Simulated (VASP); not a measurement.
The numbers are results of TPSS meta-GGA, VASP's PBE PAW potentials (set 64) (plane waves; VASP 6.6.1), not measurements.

Input for VASP

KPOINTS:
```
Automatic mesh
0
Gamma
5 5 5
```

**POSCAR**
```
BaTiO3
1
    3.9643644387     0.0000000000     0.0000000000
    0.0000000000     3.9643644387     0.0000000000
    0.0000000000    -0.0000000000     4.0827869269
Ba Ti O
1 1 3
Direct
  1.0000000000   0.0000000000   0.0034388627
  0.5000000000   0.5000000000   0.5215175888
  0.5000000000   0.5000000000   0.9712792185
  1.0000000000   0.5000000000   0.4838821650
  0.5000000000   1.0000000000   0.4838821650
```

### INCAR
```
SYSTEM  =  BaTiO3
PREC  =  Accurate; ENCUT  =  520; LREAL  =  .False.
LASPH  =  .True.
EDIFF  =  1E-6; NELM  =  100; ALGO  =  Normal
LMAXMIX  =  4; LMIXTAU  =  .True.
ISMEAR  =  0; SIGMA  =  0.05
METAGGA  =  TPSS
IBRION  =  2; NSW  =  60; ISIF  =  3
EDIFFG  =  -0.02
LWAVE  =  .False.; LCHARG  =  .False.
```

POTCAR, in this order: Ba_sv Ti_sv O (PBE.64 set). Program: vasp_std.

The run wrote:

### OSZICAR
```
...
DAV:   9    -0.617709642235E+02    0.55211E-04   -0.41629E-05  1184   0.513E-02    0.588E-02
DAV:  10    -0.617709014481E+02    0.62775E-04   -0.16512E-04  1320   0.956E-02    0.214E-02
DAV:  11    -0.617709436467E+02   -0.42199E-04   -0.45738E-05  1096   0.710E-02    0.110E-02
DAV:  12    -0.617709471949E+02   -0.35482E-05   -0.26548E-06   680   0.181E-02    0.394E-03
DAV:  13    -0.617709470434E+02    0.15151E-06   -0.49430E-07   432   0.688E-03
   3 F= -.61770947E+02 E0= -.61770947E+02  d E =-.214870E-01
       N       E                     dE             d eps       ncg     rms          rms(c)
DAV:   1    -0.617709818351E+02   -0.34640E-04   -0.17761E-03  1152   0.476E-01    0.597E-02
DAV:   2    -0.617709385255E+02    0.43310E-04   -0.19255E-04  1096   0.123E-01    0.215E-02
DAV:   3    -0.617709357647E+02    0.27608E-05   -0.37662E-05  1024   0.415E-02    0.312E-03
DAV:   4    -0.617709398890E+02   -0.41243E-05   -0.18920E-05  1176   0.197E-02    0.666E-03
DAV:   5    -0.617709404401E+02   -0.55104E-06   -0.33219E-07   432   0.589E-03
   4 F= -.61770940E+02 E0= -.61770940E+02  d E =-.214804E-01
       N       E                     dE             d eps       ncg     rms          rms(c)
DAV:   1    -0.617718890856E+02   -0.94920E-03   -0.17035E-01  1048   0.516E+00    0.238E-01
DAV:   2    -0.617722065237E+02   -0.31744E-03   -0.13711E-02   880   0.902E-01    0.147E-01
DAV:   3    -0.617719477411E+02    0.25878E-03   -0.11017E-03  1248   0.307E-01    0.478E-02
DAV:   4    -0.617719620674E+02   -0.14326E-04   -0.35391E-04  1176   0.177E-01    0.222E-02
DAV:   5    -0.617719763853E+02   -0.14318E-04   -0.41080E-05  1088   0.618E-02    0.888E-03
DAV:   6    -0.617719780714E+02   -0.16861E-05   -0.52340E-06   984   0.215E-02    0.698E-03
DAV:   7    -0.617719793327E+02   -0.12613E-05   -0.22284E-06   720   0.133E-02    0.180E-03
DAV:   8    -0.617719793729E+02   -0.40180E-07   -0.52181E-07   440   0.741E-03
   5 F= -.61771979E+02 E0= -.61771979E+02  d E =-.103893E-02
       N       E                     dE             d eps       ncg     rms          rms(c)
DAV:   1    -0.617724259240E+02   -0.44659E-03   -0.66604E-01  1056   0.102E+01    0.472E-01
DAV:   2    -0.617736525119E+02   -0.12266E-02   -0.53473E-02   880   0.178E+00    0.290E-01
DAV:   3    -0.617726552159E+02    0.99730E-03   -0.42641E-03  1248   0.603E-01    0.946E-02
DAV:   4    -0.617726923828E+02   -0.37167E-04   -0.13611E-03  1176   0.348E-01    0.438E-02
DAV:   5    -0.617727463591E+02   -0.53976E-04   -0.16141E-04  1064   0.123E-01    0.172E-02
DAV:   6    -0.617727516443E+02   -0.52852E-05   -0.21072E-05  1168   0.426E-02    0.134E-02
DAV:   7    -0.617727539164E+02   -0.22720E-05   -0.79780E-06  1184   0.235E-02    0.356E-03
DAV:   8    -0.617727543434E+02   -0.42698E-06   -0.14149E-06   608   0.120E-02
   6 F= -.61772754E+02 E0= -.61772754E+02  d E =-.181390E-02
       N       E                     dE             d eps       ncg     rms          rms(c)
DAV:   1    -0.617714677221E+02    0.12862E-02   -0.21479E-01  1008   0.613E+00    0.165E-01
DAV:   2    -0.617734485747E+02   -0.19809E-02   -0.20927E-02   888   0.108E+00    0.114E-01
DAV:   3    -0.617734775214E+02   -0.28947E-04   -0.11475E-03  1168   0.248E-01    0.602E-02
DAV:   4    -0.617734588400E+02    0.18681E-04   -0.22193E-04  1336   0.136E-01    0.359E-02
DAV:   5    -0.617734638593E+02   -0.50192E-05   -0.75407E-05  1400   0.625E-02    0.189E-02
DAV:   6    -0.617734673554E+02   -0.34961E-05   -0.64220E-06  1152   0.243E-02    0.120E-02
DAV:   7    -0.617734688116E+02   -0.14563E-05   -0.79936E-06  1272   0.257E-02    0.301E-03
DAV:   8    -0.617734713370E+02   -0.25253E-05   -0.21049E-06   664   0.172E-02    0.216E-03
DAV:   9    -0.617734712769E+02    0.60087E-07   -0.28932E-07   432   0.617E-03
   7 F= -.61773471E+02 E0= -.61773471E+02  d E =-.716934E-03
       N       E                     dE             d eps       ncg     rms          rms(c)
DAV:   1    -0.617652846835E+02    0.81867E-02   -0.95435E-01  1008   0.129E+01    0.344E-01
DAV:   2    -0.617740833552E+02   -0.87987E-02   -0.91904E-02   888   0.225E+00    0.230E-01
DAV:   3    -0.617742235036E+02   -0.14015E-03   -0.49529E-03  1168   0.512E-01    0.121E-01
DAV:   4    -0.617741491422E+02    0.74361E-04   -0.97337E-04  1344   0.282E-01    0.737E-02
DAV:   5    -0.617741596424E+02   -0.10500E-04   -0.31309E-04  1400   0.129E-01    0.389E-02
DAV:   6    -0.617741686090E+02   -0.89667E-05   -0.28492E-05  1200   0.536E-02    0.236E-02
DAV:   7    -0.617741684393E+02    0.16973E-06   -0.35760E-05  1408   0.554E-02    0.628E-03
DAV:   8    -0.617741793203E+02   -0.10881E-04   -0.10006E-05  1072   0.361E-02    0.449E-03
DAV:   9    -0.617741792690E+02    0.51272E-07   -0.74176E-07   464   0.991E-03
   8 F= -.61774179E+02 E0= -.61774179E+02  d E =-.142493E-02
       N       E                     dE             d eps       ncg     rms          rms(c)
DAV:   1    -0.617736695406E+02    0.50978E-03   -0.57423E-02  1008   0.317E+00    0.827E-02
DAV:   2    -0.617742020579E+02   -0.53252E-03   -0.55235E-03   896   0.551E-01    0.548E-02
DAV:   3    -0.617742113220E+02   -0.92641E-05   -0.29763E-04  1160   0.125E-01    0.286E-02
DAV:   4    -0.617742076084E+02    0.37136E-05   -0.55930E-05  1336   0.681E-02    0.176E-02
DAV:   5    -0.617742095611E+02   -0.19527E-05   -0.17697E-05  1416   0.309E-02    0.924E-03
DAV:   6    -0.617742112542E+02   -0.16931E-05   -0.14808E-06   624   0.128E-02    0.552E-03
DAV:   7    -0.617742123403E+02   -0.10862E-05   -0.18443E-06   648   0.143E-02    0.120E-03
DAV:   8    -0.617742129746E+02   -0.63426E-06   -0.56032E-07   440   0.921E-03
   9 F= -.61774213E+02 E0= -.61774213E+02  d E =-.145863E-02
       N       E                     dE             d eps       ncg     rms          rms(c)
DAV:   1    -0.617756226180E+02   -0.14103E-02   -0.85711E-02  1040   0.267E+00    0.320E-01
DAV:   2    -0.617743412971E+02    0.12813E-02   -0.64586E-03  1000   0.749E-01    0.121E-01
DAV:   3    -0.617742659217E+02    0.75375E-04   -0.15368E-03  1176   0.250E-01    0.313E-02
DAV:   4    -0.617743206842E+02   -0.54762E-04   -0.42115E-04  1248   0.116E-01    0.349E-02
DAV:   5    -0.617743398775E+02   -0.19193E-04   -0.51145E-05  1320   0.506E-02    0.292E-02
DAV:   6    -0.617743540981E+02   -0.14221E-04   -0.32829E-05  1200   0.460E-02    0.117E-02
DAV:   7    -0.617743662078E+02   -0.12110E-04   -0.16539E-05  1312   0.363E-02    0.943E-03
DAV:   8    -0.617743665934E+02   -0.38559E-06   -0.35145E-06   920   0.135E-02
  10 F= -.61774367E+02 E0= -.61774367E+02  d E =-.153619E-03
       N       E                     dE             d eps       ncg     rms          rms(c)
DAV:   1    -0.617743900964E+02   -0.23889E-04   -0.13454E-03  1040   0.334E-01    0.398E-02
DAV:   2    -0.617743740997E+02    0.15997E-04   -0.10555E-04  1008   0.956E-02    0.149E-02
DAV:   3    -0.617743731593E+02    0.94039E-06   -0.21947E-05  1168   0.308E-02    0.409E-03
DAV:   4    -0.617743731261E+02    0.33267E-07   -0.60571E-06   984   0.152E-02
  11 F= -.61774373E+02 E0= -.61774373E+02  d E =-.160151E-03
       N       E                     dE             d eps       ncg     rms          rms(c)
DAV:   1    -0.617743270899E+02    0.46069E-04   -0.31408E-02   904   0.169E+00    0.628E-02
DAV:   2    -0.617744450470E+02   -0.11796E-03   -0.11864E-03   880   0.283E-01    0.312E-02
DAV:   3    -0.617744425699E+02    0.24770E-05   -0.10225E-04  1128   0.812E-02    0.884E-03
DAV:   4    -0.617744496665E+02   -0.70966E-05   -0.34361E-05  1328   0.455E-02    0.796E-03
DAV:   5    -0.617744514471E+02   -0.17805E-05   -0.26302E-06   840   0.155E-02    0.598E-03
DAV:   6    -0.617744480528E+02    0.33943E-05   -0.13441E-06   488   0.139E-02    0.192E-03
DAV:   7    -0.617744485677E+02   -0.51490E-06   -0.83441E-07   432   0.108E-02
  12 F= -.61774449E+02 E0= -.61774449E+02  d E =-.754416E-04
```

### OUTCAR
```
------------------------ aborting loop because EDIFF is reached ----------------------------------------
  FORCE on cell =-STRESS in cart. coord.  units (eV):
  Direction    XX          YY          ZZ          XY          YZ          ZX
  --------------------------------------------------------------------------------------
  Total        0.0121324      0.0121324      0.0147412      0.0000000      0.0000000      0.0000000
  in kB        0.2982003      0.2982003      0.3623213      0.0000000      0.0000000      0.0000000
  external PRESSURE =       0.3195740 kB  Pullay stress =       0.0000000 kB
  volume of cell :       65.19
      direct lattice vectors                 reciprocal lattice vectors
     4.005757672  0.000000000  0.000000000     0.249640663  0.000000000  0.000000000
     0.000000000  4.005757672 -0.000000000     0.000000000  0.249640663  0.000000000
     0.000000000 -0.000000000  4.062387673     0.000000000  0.000000000  0.246160652
 POSITION                                       TOTAL-FORCE (eV/Angst)
 -----------------------------------------------------------------------------------
      0.00000      4.00576      4.06139         0.000000      0.000000     -0.007580
      2.00288      2.00288      2.08420         0.000000     -0.000000      0.000507
      2.00288      2.00288      3.97396         0.000000      0.000000     -0.000894
      0.00000      2.00288      1.97628         0.000000     -0.000000      0.003983
      2.00288     -0.00000      1.97628        -0.000000     -0.000000      0.003983
 -----------------------------------------------------------------------------------
    total drift:                                0.000000      0.000000     -0.000545
  FREE ENERGIE OF THE ION-ELECTRON SYSTEM (eV)
  ---------------------------------------------------
  free  energy   TOTEN  =       -61.7744485677 eV

  energy  without entropy=      -61.7744485677  energy(sigma->0) =      -61.77444857

 reached required accuracy - stopping structural energy minimisation
```
(Selected blocks of OUTCAR.)

**CONTCAR**
```
BaTiO3
   1.00000000000000
     4.0057576715960481    0.0000000000000000    0.0000000000000000
     0.0000000000000000    4.0057576715960481   -0.0000000000000000
     0.0000000000000000   -0.0000000000000000    4.0623876728404111
  Ba              Ti              O
     1     1     3
Direct
     0.0000000000000000    1.0000000000000000    0.9997549600524104
     0.5000000000000000    0.5000000000000000    0.5130469565370305
     0.5000000000000000    0.5000000000000000    0.9782325355560337
     0.0000000000000000    0.5000000000000000    0.4864827739272619
     0.5000000000000000    0.0000000000000000    0.4864827739272619
```

The compound is BaTiO3 in the tetragonal perovskite structure. This run relaxes it. Symmetry was kept, so distortions that lower it aren't found. The start is the result of an earlier pass.
